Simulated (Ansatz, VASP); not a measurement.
# Ni (Nickel) in two plane-wave programs, part 2 of 2

Aim: how closely do two programs agree when they are given the same cell, functional and k mesh? The cell is taken from a series of runs on this material, whose earlier steps may have relaxed, scaled, displaced or heated it; both programs get it as it stands.

VASP 6.6.1 and Ansatz 0.2.0.

So far. Step 5 (Ansatz: single point, PBE, pair 2): The run ends at a pressure of 33.29 GPa.

### 6. VASP: single point, PBE, pair 2

Level of this step: PBE, spin-polarised from a ferromagnetic start (one magnetic atom a cell); plane waves and PAW (Ni) (VASP).

The same cell, functional, mesh and smearing now go to VASP, with its own data sets.

INCAR reads:

```
SYSTEM = Ni
PREC = Accurate
ENCUT = 600
EDIFF = 1E-06
NELM = 200
ISMEAR = -1
SIGMA = 0.05
LREAL = .FALSE.
ALGO = Normal
GGA = PE
NBANDS = 12
ISPIN = 2
MAGMOM = 0.65
LASPH = .TRUE.
LMAXMIX = 4
LORBIT = 11
LWAVE = .FALSE.
LCHARG = .FALSE.
ISIF = 2
GGA_COMPAT = .FALSE.
```

POSCAR reads:

```
Ni
1.0
    0.0000000000      1.6884340700      1.6884340700
    1.6884340700      0.0000000000      1.6884340700
    1.6884340700      1.6884340700      0.0000000000
Ni
1
Direct
    0.0000000000      0.0000000000      0.0000000000
```

KPOINTS reads:

```
Automatic mesh
0
Gamma
20 20 20
0 0 0
```

Potentials, in the order of the species: Ni (PBE family, release 64).

Run with:

```console
> mpirun -np 1 vasp_std
```

Numbers of over 12 decimals in the logs are rounded to 6 here.

The program printed:

```text
[... set-up lines as in an earlier step ...]
 entering main loop
       N       E                     dE             d eps       ncg     rms          rms(c)
DAV:   1     0.345153145559E+02    0.34515E+02   -0.51043E+03 12672   0.125E+03
DAV:   2    -0.512309385140E+01   -0.39638E+02   -0.37308E+02 13092   0.191E+02
DAV:   3    -0.636259106010E+01   -0.12395E+01   -0.12286E+01 14112   0.363E+01
DAV:   4    -0.637261125419E+01   -0.10020E-01   -0.10016E-01 14112   0.297E+00
[...]
DAV:  11    -0.536339249801E+01    0.99727E-05   -0.34729E-05 16508   0.544E-02    0.301E-02
DAV:  12    -0.536339358260E+01   -0.10846E-05   -0.13859E-06 10432   0.125E-02    0.564E-03
DAV:  13    -0.536339377779E+01   -0.19520E-06   -0.41009E-07  7304   0.609E-03
   1 F= -.53633938E+01 E0= -.53571751E+01  d E =-.124373E-01  mag=     0.6077
```

From OUTCAR (step 6):

```text
  Total        1.9589867      1.9589867      1.9589867      0.0000000      0.0000000      0.0000000
  in kB      326.0316499    326.0316499    326.0316499      0.0000000      0.0000000      0.0000000
  external PRESSURE =     326.0316499 kB  Pullay stress =       0.0000000 kB

 POSITION                                       TOTAL-FORCE (eV/Angst)
 -----------------------------------------------------------------------------------
      0.00000      0.00000      0.00000         0.000000      0.000000      0.000000
 -----------------------------------------------------------------------------------
    total drift:                               -0.000000     -0.000000     -0.000000

  FREE ENERGIE OF THE ION-ELECTRON SYSTEM (eV)
  ---------------------------------------------------
  free  energy   TOTEN  =        -5.3633937778 eV

  energy  without entropy=       -5.3509564466  energy(sigma->0) =       -5.35717511

 magnetization (x)
# of ion       s       p       d       tot
------------------------------------------
    1       -0.006  -0.026   0.640   0.608

[... 1 part as in an earlier step ...]

[... 2 further parts left out ...]
[key lines of the parts left out:]
E-fermi :  11.2222
```

The run ends at a pressure of 32.60 GPa.

### 7. Side by side

What differs besides the data sets and the points named for the pairs above, as far as they apply: the data sets hold 18 valence electrons in Ansatz (on its PAW soft_1 files) and 10 in VASP. Total energies have different zeros and are not compared.

Both answers:

```tsv
quantity	Ansatz	VASP	difference
pressure (GPa)	33.29	32.60	+0.68
total moment (μB)	0.62	0.61	+0.01
moment on Ni1 (μB)	0.65	0.61	+0.04
```

### 8. Ansatz: single point, PBE, pair 3

With cell and atoms fixed, the geometry can't cause a difference; cores, projectors, grids and the points listed under the comparison can.

The cell is taken from a series of runs on this material, whose earlier steps may have relaxed, scaled, displaced or heated it; both programs get it as it stands.

input.yaml reads:

```yaml
crystal:
  lattice:
    - [0.0, 1.68843407, 1.68843407]
    - [1.68843407, 0.0, 1.68843407]
    - [1.68843407, 1.68843407, 0.0]
  atoms:
    - { symbol: Ni, position: [0.0, 0.0, 0.0], spin: 0.3 }
magnetization:
  spin_polarized: true
kpoints:
  mp_grid: { grid: [20, 20, 20] }
hamiltonian:
  xc: pbe
  pseudopotentials: { kind: paw, azcp: { folder: soft_1 } }
scf:
  occupations: { method: fermi_dirac, width: 0.05 }
  max_iter: 120
  convergence: { dr2_threshold: 1.0e-08 }
  lower_state_search: "off"
basis:
  ecutwfc: 420.0
output:
  stress: true
```

Run with:

```console
> ansatz run input.yaml --threads 1 --pin off --max-ram 2560MiB --backend cpu --events-out ev --progress --plain --runs-dir out
```

The program printed:

```text
[...]
Crystal: 1 atoms, lattice volume = 9.627 Å³
Basis set: ecut = 420 eV, 169 PW (Γ)
Bands: 14, of which v1, the nominal top of the filled ones, is band 9 counted from 1 (8 counted from 0)
Symmetry: 48 space group operations
[...]
k-points: 256 of 8000
[...]
Internal energy: -5839.602872 eV  (E = F + TS)
E sigma→0 (E₀):  -5839.608965 eV
Entropy (-TS):   -0.012187 eV (-12.187 meV/atom)
Fermi energy:    20.889969 eV
[...]
--- Stress (GPa, compression-positive) ---
       33.286702       0.000000       0.000000
        0.000000      33.286702      -0.000000
        0.000000      -0.000000      33.286702
  P = ⅓ Tr σ = 33.2867 GPa (332.867 kbar)
[key lines of the parts left out:]
SCF converged after 16 iterations
Magnetization: 0.6160 μB (9.3080 up, 8.6920 down)
Free energy (F): -5839.615059 eV
```

The run ends at a pressure of 33.29 GPa.

### 9. VASP: single point, PBE, pair 3

The same cell, functional, mesh and smearing now go to VASP, with its own data sets.

INCAR is that of step 6.

POSCAR is that of step 6.

KPOINTS is that of step 6.

Run with:

```console
> mpirun -np 1 vasp_std
```

The program printed:

```text
[... set-up lines as in an earlier step ...]
 entering main loop
       N       E                     dE             d eps       ncg     rms          rms(c)
[... 13 cycles as in an earlier step ...]
   1 F= -.53633938E+01 E0= -.53571751E+01  d E =-.124373E-01  mag=     0.6077
```

From OUTCAR (step 9):

```text
[... 7 parts as in an earlier step ...]

[... 1 further part left out ...]
[key lines of the parts left out:]
E-fermi :  11.2222
```

The run ends at a pressure of 32.60 GPa.

### 10. Comparison

What differs besides the data sets and the points named for the pairs above, as far as they apply: the data sets hold 18 valence electrons in Ansatz (on its PAW soft_1 files) and 10 in VASP. Total energies have different zeros and are not compared.

Compared:

```tsv
quantity	Ansatz	VASP	difference
pressure (GPa)	33.29	32.60	+0.68
total moment (μB)	0.62	0.61	+0.01
moment on Ni1 (μB)	0.65	0.61	+0.04
```

### 11. What came out

```json
{
  "difference in total moment (single point, PBE, pair 1)": "0.0092 μB",
  "difference in pressure (single point, PBE, pair 1)": "0.93 GPa",
  "difference in total moment (single point, PBE, pair 2)": "0.0083 μB",
  "difference in pressure (single point, PBE, pair 2)": "0.68 GPa",
  "difference in total moment (single point, PBE, pair 3)": "0.0083 μB",
  "difference in pressure (single point, PBE, pair 3)": "0.68 GPa"
}
```

In words: The difference in pressure is 0.93 GPa (single point, PBE, pair 1), within the 1 GPa picked in this series as the mark of a large difference. The data sets hold unlike numbers of valence electrons (18 in Ansatz and 10 in VASP), so part of the differences may come from the potentials. Pairs 2 and 3 hold one cell, so they aren't independent. 5 further pairs of this series are not shown here. Such differences can come from data sets, numerical settings and the points named under the comparisons, not from the functional's error against experiment.

[Lines on the potential files, build, host, timing and source positions are cut from VASP's logs without a mark.]

[Logs are printed without paths, hosts, clocks, repeated set-up lines and the standing remarks that a program may print on its own settings, such as how far it seeks lower states.]

[Hosts, paths, dates, database ids (printed as entryN), source tags and the programs' standing remarks are cut or masked in the printed files.]
